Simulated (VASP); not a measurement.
# CdF2: optical spectrum

What does the band structure of CdF2 give for its optical response? The cell is of the fluorite type, one of the forms listed for this formula. The start is a cell from a database of measured crystal structures.

Method: PBE; plane waves and PAW (Cd, F), in VASP 6.6.1.

This is a report of a sequence of runs, with most program output left out.

## (1) The starting structure

The structure is cubic, space group Fm-3m (No. 225). Conventional cell: a = 5.388 Å, b = 5.388 Å, c = 5.388 Å, α = 90.00°, β = 90.00°, γ = 90.00°. Nearest to Cd lie 8 F at 2.33 Å. Nearest to F lie 4 Cd at 2.33 Å. Farther neighbours and most contacts between anions are not listed.

## (2) Ground state

The ground state comes first.

Input file INCAR:

```
SYSTEM = CdF2
PREC = Accurate
ENCUT = 520
EDIFF = 1E-07
NELM = 100
ISMEAR = 0
SIGMA = 0.05
LREAL = .FALSE.
ALGO = Normal
GGA = PE
NBANDS = 19
LORBIT = 11
LWAVE = .FALSE.
LCHARG = .FALSE.
KPAR = 4
```

Input file POSCAR:

```
CdF2
1.0
    0.0000000000      2.6940000000      2.6940000000
    2.6940000000      0.0000000000      2.6940000000
    2.6940000000      2.6940000000      0.0000000000
Cd F
1 2
Direct
    0.0000000000      0.0000000000      0.0000000000
    0.7500000000      0.7500000000      0.7500000000
    0.2500000000      0.2500000000      0.2500000000
```

Input file KPOINTS:

```
Automatic mesh
0
Gamma
7 7 7
0 0 0
```

The projector-augmented-wave data sets are Cd and F (PBE family, release 64).

The run is started by

```sh
mpirun -np 4 vasp_std
```

The job ended after 6 s (4 MPI ranks of AMD EPYC 7R43, shared host; peak memory 0.5 GiB; 22 s of CPU time).

The gap is read on the k-mesh alone, so it is an upper bound where the band edges lie off the mesh.

This step gave:

```
free energy (TOTEN)            : -10.86 eV
Fermi energy                   : -1.068 eV
pressure                       : 6.189 GPa
gap on the k-mesh              : 3.126 eV
least direct gap on the k-mesh : 3.567 eV
```

The cell has a gap of 3.13 eV on this mesh and a pressure of +6.2 GPa, which holds the misfit of the given cell and coordinates with this functional, and any error of cutoff, mesh and data sets. Spin-orbit coupling is left out, which can shift or reorder these edges.

## (3) Spectrum

LOPTICS sums the direct transitions; the mesh is finer and NBANDS larger than for the ground state.

INCAR, as its differences from that of step 2:

```diff
@@ -10,4 +10,3 @@
 GGA = PE
-NBANDS = 19
-LORBIT = 11
+NBANDS = 32
 LWAVE = .FALSE.
@@ -15 +14,4 @@
 KPAR = 4
+LOPTICS = .TRUE.
+NEDOS = 2000
+CSHIFT = 0.2
```

POSCAR is that of step 2.

Input file KPOINTS:

```
Automatic mesh
0
Gamma
10 10 10
0 0 0
```

The run is started by

```sh
mpirun -np 4 vasp_std
```

Run time: 19 s. Hardware: 4 MPI ranks; peak memory 0.85 GiB.

These are independent-particle spectra without excitons or local fields, and fine structure depends on the mesh and on CSHIFT.

This step gave:

```yaml
fermi_energy: -1.097 eV
pressure: 6.190 GPa
gap_on_the_k_mesh: 3.075 eV
```

The imaginary dielectric function, xx has structure finer than the step of the table below, so its rows give means over 0.5 eV, whole bins alone (the curve runs from 0 to 25.0 eV). Peaks (eV: height): 10.39: 2.43, 12.46: 2.17, 13.75: 2.67, 17.64: 1.27, 20.78: 1.10, 23.85: 1.08.

Absorption under the direct gap is the tail of the CSHIFT broadening, and fine structure depends on the mesh. Table of imaginary dielectric function, xx by photon energy; means over each step:

```
photon energy (eV)  imaginary dielectric function, xx
               0.5                            0.00467
               1.0                            0.00973
               1.5                             0.0158
               2.0                             0.0237
               2.5                             0.0357
               3.0                             0.0576
               3.5                              0.122
               4.0                              0.381
               4.5                              0.834
               5.0                              0.989
               5.5                               1.22
               6.0                               1.18
               6.5                               1.28
               7.0                               1.32
               7.5                               1.25
               8.0                               1.19
               8.5                               1.12
               9.0                               1.32
               9.5                               1.40
              10.0                               2.12
              10.5                               2.26
              11.0                               1.44
              11.5                               1.22
              12.0                               1.67
              12.5                               2.06
              13.0                               1.77
              13.5                               2.26
              14.0                               2.47
              14.5                               2.28
              15.0                               1.75
              15.5                               1.28
              16.0                               1.17
              16.5                              0.974
              17.0                              0.894
              17.5                               1.14
              18.0                               1.04
              18.5                              0.923
              19.0                              0.810
              19.5                              0.715
              20.0                              0.834
              20.5                               1.00
              21.0                               1.04
              21.5                              0.888
              22.0                              0.945
              22.5                              0.761
              23.0                              0.848
              23.5                              0.987
              24.0                               1.01
              24.5                              0.924
```

The real dielectric function, xx by photon energy:

photon energy (eV), real dielectric function, xx and a bar:
```
      0.0       2.72 #######################
      0.5       2.72 #######################
      1.0       2.74 #######################
      1.5       2.77 #######################
      2.0       2.82 ########################
      2.5       2.89 ########################
      3.0       3.00 #########################
      3.5       3.18 ###########################
      4.0       3.39 #############################
      4.5       3.50 ##############################
      5.0       3.07 ##########################
      5.5       3.11 ##########################
      6.0       2.83 ########################
      6.5       2.58 ######################
      7.0       2.60 ######################
      7.5       2.45 ####################
      8.0       2.31 ###################
      8.5       2.52 #####################
      9.0       2.55 #####################
      9.5       2.71 #######################
     10.0       2.75 #######################
     10.5       1.66 #############
     11.0       1.48 ############
     11.5       1.94 ################
     12.0       2.33 ###################
     12.5       1.77 ##############
     13.0       1.82 ###############
     13.5       2.00 ################
     14.0       1.09 ########
     14.5       0.69 ####
     15.0       0.22 
     15.5       0.44 ##
     16.0       0.59 ###
     16.5       0.64 ####
     17.0       0.85 ######
     17.5       1.03 #######
     18.0       0.70 ####
     18.5       0.77 #####
     19.0       0.76 #####
     19.5       0.93 ######
     20.0       1.09 ########
     20.5       1.09 ########
     21.0       0.84 ######
     21.5       0.88 ######
     22.0       0.80 #####
     22.5       0.86 ######
     23.0       0.98 #######
     23.5       0.95 #######
     24.0       0.73 #####
     24.5       0.67 ####
```

## (4) Static response with local fields

Perturbation theory (LEPSILON) gives the dielectric tensor with local fields, and the Born charges.

Input file INCAR:

```
SYSTEM = CdF2
PREC = Accurate
ENCUT = 520
EDIFF = 1E-08
NELM = 100
ISMEAR = 0
SIGMA = 0.01
LREAL = .FALSE.
ALGO = Normal
GGA = PE
NBANDS = 19
LWAVE = .FALSE.
LCHARG = .FALSE.
KPAR = 4
LEPSILON = .TRUE.
```

POSCAR is that of step 3.

KPOINTS is that of step 3.

The run is started by

```sh
mpirun -np 4 vasp_std
```

It took 1.8 min on 4 MPI ranks; peak memory 1.2 GiB; 7.1 min of CPU time.

Energies printed during the response cycles are not total energies of the cell.

This step gave:

| Item | Value |
| --- | --- |
| Fermi energy | -1.172 eV |
| pressure | 6.192 GPa |

Electronic dielectric tensor with local fields:

```
2.80 0.00 0.00
0.00 2.80 0.00
0.00 0.00 2.80
```

Born effective charge (e), principal values of the symmetric part by kind of site:

```
atom  atoms with these values    low  middle   high   mean
 Cd1                        1   2.43    2.43   2.43   2.43
  F2                        2  -1.22   -1.22  -1.22  -1.22
```

In full for F2:

```
-1.22  0.00  0.00
 0.00 -1.22  0.00
 0.00  0.00 -1.22
```

The mean electronic (clamped-ion) dielectric constant is 2.80.

## (5) Spectrum, one more run, k-mesh 3×3×3

This run repeats the step with a slip in the input.

Input file INCAR:

```
SYSTEM = CdF2
PREC = Accurate
ENCUT = 520
EDIFF = 1E-07
NELM = 100
ISMEAR = 0
SIGMA = 0.05
LREAL = .FALSE.
ALGO = Normal
GGA = PE
NBANDS = 32
LWAVE = .FALSE.
LCHARG = .FALSE.
KPAR = 2
LOPTICS = .TRUE.
NEDOS = 2000
CSHIFT = 0.2
```

POSCAR is that of step 4.

Input file KPOINTS:

```
Automatic mesh
0
Gamma
3 3 3
0 0 0
```

The run is started by

```sh
mpirun -np 4 vasp_std
```

Wall time 3.2 s (4 MPI ranks); peak memory 0.41 GiB; 10 s of CPU time.

Convergence was reached, but on settings outside the sound range, so the numbers are no properties of the crystal.

Against the sound run on this cell (spectrum) the energy at zero smearing moves by +2.6 meV an atom and the pressure by +0.03 GPa.

The fault in the input: mesh far too coarse. 

## (6) Results

```json
{"PBE, independent particles": "eps xx at zero frequency 2.72, centre of weight of eps2 xx, over the range kept, at 13.69 eV, mesh 10×10×10", "PBE, with local fields": "eps 2.80, 2.80, 2.80"}
```

Local fields, and the bands above those summed, take the mean static value from 2.72 to 2.80. Excitons and quasiparticle shifts are absent, so the onset can't be set against measurement and its shape can differ. Spin-orbit coupling is left out; with Cd in the cell it can split or shift band edges, by an amount that depends on which atoms form them and isn't tested here. The given cell is kept, although it stands at +6.2 GPa at PBE and ENCUT = 520 eV, which holds the mismatch of the given cell with this functional and any basis-set error. The run with mesh far too coarse isn't used: the spectrum breaks into single lines.

[Lines on the potential files, build, host, timing and source positions are cut from VASP's logs without a mark.]

[Logs are printed without paths, hosts, clocks, repeated set-up lines and the standing remarks that a program may print on its own settings, such as how far it seeks lower states.]

[Hosts, paths, dates, database ids (printed as entryN), source tags and the programs' standing remarks are cut or masked in the printed files.]
